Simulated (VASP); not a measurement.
Output of a VASP run:

### OUTCAR
```
 ion  position               nearest neighbor table
   1  0.000  0.247  0.667-   2 2.43   3 2.43
   2  0.753  0.753  0.000-   1 2.43   3 2.43
   3  0.247  0.000  0.333-   2 2.43   1 2.43
  LATTYP: Found a hexagonal cell.
 ALAT       =     4.0880480380
 C/A-ratio  =     1.2416364655
 Subroutine PRICEL returns:
 Original cell was already a primitive cell.
 Subroutine GETGRP returns: Found  6 space group operations
The static configuration has the point symmetry C_2 .
 The point group associated with its full space group is D_3 .
The dynamic configuration has the point symmetry C_2 .
 Subroutine INISYM returns: Found  6 space group operations
 Subroutine IBZKPT returns following result:
 Found     24 irreducible k-points:

 Following reciprocal coordinates:
            Coordinates               Weight
  0.000000  0.000000  0.000000      1.000000
  0.166667 -0.000000  0.000000      6.000000
  0.333333  0.000000  0.000000      6.000000
  0.500000  0.000000  0.000000      3.000000
  0.166667  0.166667  0.000000      6.000000
  0.333333  0.166667  0.000000     12.000000
  0.333333  0.333333  0.000000      2.000000
  0.000000  0.000000  0.250000      2.000000
  0.166667 -0.000000  0.250000      6.000000
 -0.000000  0.166667  0.250000      6.000000
  0.333333  0.000000  0.250000      6.000000
  0.000000  0.333333  0.250000      6.000000
  0.500000  0.000000  0.250000      6.000000
  0.166667  0.166667  0.250000     12.000000
  0.333333  0.166667  0.250000     12.000000
 -0.166667  0.500000  0.250000     12.000000
  0.333333  0.333333  0.250000      4.000000
  0.000000  0.000000  0.500000      1.000000
  0.166667 -0.000000  0.500000      6.000000
  0.333333  0.000000  0.500000      6.000000
  0.500000  0.000000  0.500000      3.000000
  0.166667  0.166667  0.500000      6.000000
  0.333333  0.166667  0.500000     12.000000
  0.333333  0.333333  0.500000      2.000000
   k-points           NKPTS =     24   k-points in BZ     NKDIM =     24   number of bands    NBANDS=     13
   number of dos      NEDOS =    301   number of ions     NIONS =      3
   total plane-waves  NPLWV =  36000
   dimension x,y,z NGX =    30 NGY =   30 NGZ =   40
   dimension x,y,z NGXF=    60 NGYF=   60 NGZF=   80
   ions per type =               3
   PREC   = accura    normal or accurate (medium, high low for compatibility)
   ISTART =      0    job   : 0-new  1-cont  2-samecut
   ICHARG =      2    charge: 1-file 2-atom 10-const
   ISPIN  =      1    spin polarized calculation?
   LNONCOLLINEAR =      F non collinear calculations
   LSORBIT =      F    spin-orbit coupling
   INIWAV =      1    electr: 0-lowe 1-rand  2-diag
   ENCUT  =  520.0 eV  38.22 Ry    6.18 a.u.   7.60  7.60  9.44*2*pi/ulx,y,z
   NELM   =    100;   NELMIN=  2; NELMDL= -5     # of ELM steps
   EDIFF  = 0.1E-05   stopping-criterion for ELM
   LREAL  =      F    real-space projection
   NLSPLINE    = F    spline interpolate recip. space projectors
   LMAXMIX     =    4 max onsite mixed and CHGCAR
   VOSKOWN=      0    Vosko Wilk Nusair interpolation
   EDIFFG = -.2E-01   stopping-criterion for IOM
   NSW    =     60    number of steps for IOM
   NBLOCK =      1;   KBLOCK =     60    inner block; outer block
   IBRION =      2    ionic relax: 0-MD 1-quasi-New 2-CG
   NFREE  =      1    steps in history (QN), initial steepest desc. (CG)
   ISIF   =      3    stress and relaxation
   ISYM   =      2    0-nonsym 1-usesym 2-fastsym
   TEIN   =    0.0    initial temperature
   TEBEG  =    0.0;   TEEND  =   0.0 temperature during run
   SMASS  =  -3.00    Nose mass-parameter (am)
   PSTRESS=    0.0 pullay stress
   NELECT =      18.0000    total number of electrons
   EFERMI =   0.00;   METHOD = LEGACY
   ISMEAR =     0;   SIGMA  =   0.05  broadening in eV -4-tet -1-fermi 0-gaus
   IALGO  =     38    algorithm
   LDIAG  =      T    sub-space diagonalisation (order eigenvalues)
   IMIX   =      4    mixing-type and parameters
...
```

**OSZICAR**
```
...
DAV:   2    -0.424797142803E+02    0.10377E-01   -0.35840E-02   669   0.138E+00    0.347E-01
DAV:   3    -0.424782427519E+02    0.14715E-02   -0.12609E-02   714   0.798E-01    0.133E-01
DAV:   4    -0.424782891314E+02   -0.46379E-04   -0.14474E-03   669   0.330E-01    0.701E-02
DAV:   5    -0.424781523524E+02    0.13678E-03   -0.90266E-04   634   0.325E-01    0.343E-02
DAV:   6    -0.424784458517E+02   -0.29350E-03   -0.73597E-04   629   0.279E-01    0.135E-02
DAV:   7    -0.424784902690E+02   -0.44417E-04   -0.12011E-04   634   0.109E-01    0.556E-03
DAV:   8    -0.424785157909E+02   -0.25522E-04   -0.24556E-05   644   0.484E-02    0.231E-03
DAV:   9    -0.424785079758E+02    0.78151E-05   -0.48588E-06   654   0.209E-02    0.916E-04
DAV:  10    -0.424785096604E+02   -0.16845E-05   -0.30737E-07   372   0.624E-03    0.393E-04
DAV:  11    -0.424785081017E+02    0.15586E-05   -0.73370E-08   327   0.289E-03    0.257E-04
DAV:  12    -0.424785090529E+02   -0.95113E-06   -0.26781E-08   317   0.172E-03
  10 F= -.42478509E+02 E0= -.42478509E+02  d E =-.891948E-02
       N       E                     dE             d eps       ncg     rms          rms(c)
DAV:   1    -0.424791392767E+02   -0.63118E-03   -0.25725E-02   629   0.103E+00    0.168E-01
DAV:   2    -0.424787367434E+02    0.40253E-03   -0.91662E-04   644   0.219E-01    0.874E-02
DAV:   3    -0.424785405275E+02    0.19622E-03   -0.67585E-04   629   0.161E-01    0.259E-02
DAV:   4    -0.424785451734E+02   -0.46459E-05   -0.15405E-05   644   0.384E-02    0.209E-02
DAV:   5    -0.424785219949E+02    0.23178E-04   -0.17334E-05   624   0.447E-02    0.239E-03
DAV:   6    -0.424785358735E+02   -0.13879E-04   -0.20636E-05   624   0.497E-02    0.115E-03
DAV:   7    -0.424785380833E+02   -0.22098E-05   -0.32143E-07   372   0.555E-03    0.125E-03
DAV:   8    -0.424785377462E+02    0.33715E-06   -0.20816E-08   322   0.137E-03
  11 F= -.42478538E+02 E0= -.42478538E+02  d E =-.286933E-04
       N       E                     dE             d eps       ncg     rms          rms(c)
DAV:   1    -0.424787352681E+02   -0.19718E-03   -0.58358E-03   629   0.490E-01    0.802E-02
DAV:   2    -0.424786434913E+02    0.91777E-04   -0.21177E-04   644   0.106E-01    0.416E-02
DAV:   3    -0.424785966574E+02    0.46834E-04   -0.15187E-04   629   0.770E-02    0.124E-02
DAV:   4    -0.424786038361E+02   -0.71787E-05   -0.40527E-06   634   0.200E-02    0.101E-02
DAV:   5    -0.424785940402E+02    0.97959E-05   -0.50667E-06   629   0.239E-02    0.109E-03
DAV:   6    -0.424786069559E+02   -0.12916E-04   -0.58556E-06   634   0.256E-02    0.633E-04
DAV:   7    -0.424786066955E+02    0.26033E-06   -0.66906E-08   322   0.254E-03
  12 F= -.42478607E+02 E0= -.42478607E+02  d E =-.976427E-04
       N       E                     dE             d eps       ncg     rms          rms(c)
DAV:   1    -0.424786806281E+02   -0.73672E-04   -0.63850E-03   624   0.519E-01    0.404E-02
DAV:   2    -0.424787016616E+02   -0.21034E-04   -0.26860E-04   734   0.121E-01    0.212E-02
DAV:   3    -0.424786949218E+02    0.67398E-05   -0.19880E-05   689   0.306E-02    0.840E-03
DAV:   4    -0.424786911995E+02    0.37224E-05   -0.61450E-06   649   0.226E-02    0.439E-03
DAV:   5    -0.424786928491E+02   -0.16496E-05   -0.47559E-06   634   0.230E-02    0.283E-03
DAV:   6    -0.424786917506E+02    0.10985E-05   -0.18522E-06   450   0.145E-02    0.385E-04
DAV:   7    -0.424786925462E+02   -0.79559E-06   -0.14980E-07   322   0.390E-03
  13 F= -.42478693E+02 E0= -.42478693E+02  d E =-.858507E-04
```

**OUTCAR**
```
------------------------ aborting loop because EDIFF is reached ----------------------------------------
  FORCE on cell =-STRESS in cart. coord.  units (eV):
  Direction    XX          YY          ZZ          XY          YZ          ZX
  --------------------------------------------------------------------------------------
  Total        0.0044088      0.0044088      0.0037621      0.0000000      0.0000000      0.0000000
  in kB        0.0877426      0.0877426      0.0748728      0.0000000      0.0000000      0.0000000
  external PRESSURE =       0.0834527 kB  Pullay stress =       0.0000000 kB
  volume of cell :       80.50
      direct lattice vectors                 reciprocal lattice vectors
     2.147119977 -3.718920877 -0.000000000     0.232870080 -0.134447604 -0.000000000
     2.147119977  3.718920877  0.000000000     0.232870080  0.134447604  0.000000000
     0.000000000 -0.000000000  5.040962683     0.000000000 -0.000000000  0.198374807
 POSITION                                       TOTAL-FORCE (eV/Angst)
 -----------------------------------------------------------------------------------
      0.49123      0.85084      3.36064        -0.006131     -0.010619      0.000000
      3.31177     -0.00000      0.00000         0.012262      0.000000      0.000000
      0.49123     -0.85084      1.68032        -0.006131      0.010619      0.000000
 -----------------------------------------------------------------------------------
    total drift:                               -0.000211     -0.000437      0.000008
  FREE ENERGIE OF THE ION-ELECTRON SYSTEM (eV)
  ---------------------------------------------------
  free  energy   TOTEN  =       -42.4786925462 eV

  energy  without entropy=      -42.4786925462  energy(sigma->0) =      -42.47869255

 reached required accuracy - stopping structural energy minimisation
```
(Selected blocks of OUTCAR.)

**POSCAR**
```
Se
1
    2.0440240241    -3.5403534499     0.0000000000
    2.0440240241     3.5403534499    -0.0000000000
    0.0000000000    -0.0000000000     5.0758695168
Se
3
Direct
  1.0000000000   0.2467083397   0.6666670000
  0.7532916603   0.7532916603   1.0000000000
  0.2467083397   1.0000000000   0.3333330000
```

Write an INCAR and KPOINTS that could have produced this output.

Several could match; the one computed here: the input of the run itself, r2SCAN+rVV10, plane waves, VASP's PBE PAW potentials (set 64).

**INCAR**
```
ALGO = Normal
BPARAM = 11.95
CPARAM = 0.0093
EDIFF = 1E-6
EDIFFG = -0.02
ENCUT = 520
IBRION = 2
ISIF = 3
ISMEAR = 0
LASPH = .TRUE.
LCHARG = .FALSE.
LMAXMIX = 4
LMIXTAU = .TRUE.
LREAL = .FALSE.
LUSE_VDW = .TRUE.
LWAVE = .FALSE.
METAGGA = R2SCAN
NELM = 100
NSW = 60
PREC = Accurate
SIGMA = 0.05
SYSTEM = Se
```

KPOINTS:
```
kpoints
0
G
  6 6 4
```

POTCAR, in this order: Se (PBE.64 set). Program: vasp_std.

Energy and stress use the plane-wave basis of the starting cell.

The compound is Se in the trig structure. This run relaxes it. Symmetry was kept, so distortions that lower it aren't found. The start is the result of an earlier pass.
